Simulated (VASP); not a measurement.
Level of theory: PBEsol GGA with spin-orbit coupling, VASP's PBE PAW potentials (set 64) (plane waves; VASP).

The input files of a VASP run:

File KPOINTS:
```
Automatic mesh
0
Gamma
15 15 15
0 0 0
```

INCAR:
```
SYSTEM=Pd
PREC=Accurate; ENCUT=400; LREAL=.FALSE.
LASPH=.TRUE.
EDIFF=1E-6; NELM=100; ALGO=Normal
LMAXMIX=4
ISMEAR=0; SIGMA=0.05
GGA=PS; GGA_COMPAT=.FALSE.
MAGMOM=0 0 0
LSORBIT=.TRUE.
LWAVE=.FALSE.; LCHARG=.FALSE.
```

**POSCAR**
```
Pd
1
   -0.0000000000     1.9345906768     1.9345906768
    1.9345906768     0.0000000000     1.9345906768
    1.9345906768     1.9345906768    -0.0000000000
Pd
1
Direct
  0.0000000000   0.0000000000   0.0000000000
```

**KPOINTS_OPT**
```
k-points along high-symmetry lines
8
Line-mode
Reciprocal
  0.000000   0.000000   0.000000 ! GAMMA
  0.500000   0.000000   0.500000 ! X

  0.500000   0.000000   0.500000 ! X
  0.625000   0.250000   0.625000 ! U

  0.375000   0.375000   0.750000 ! K
  0.000000   0.000000   0.000000 ! GAMMA

  0.000000   0.000000   0.000000 ! GAMMA
  0.500000   0.500000   0.500000 ! L

  0.500000   0.500000   0.500000 ! L
  0.500000   0.250000   0.750000 ! W

  0.500000   0.250000   0.750000 ! W
  0.500000   0.000000   0.500000 ! X
```

POTCAR, in this order: Pd (PBE.64 set). Program: vasp_ncl.

### Question
What will the output report for the number of irreducible k-points (NKPTS), number of bands (NBANDS), largest plane-wave count, number of space-group operations, FFT grid (NGX, NGY, NGZ)?

### Answer

```yaml
number of irreducible k-points (NKPTS): 120
number of bands (NBANDS): 18
largest_plane_wave_count: 548
number_of_space_group_operations: 48
FFT grid (NGX, NGY, NGZ): 18 × 18 × 18
```

The structure comes from a measured Pd entry (Fm-3m) of the Crystallography Open Database, whose conditions weren't checked. It was relaxed first.
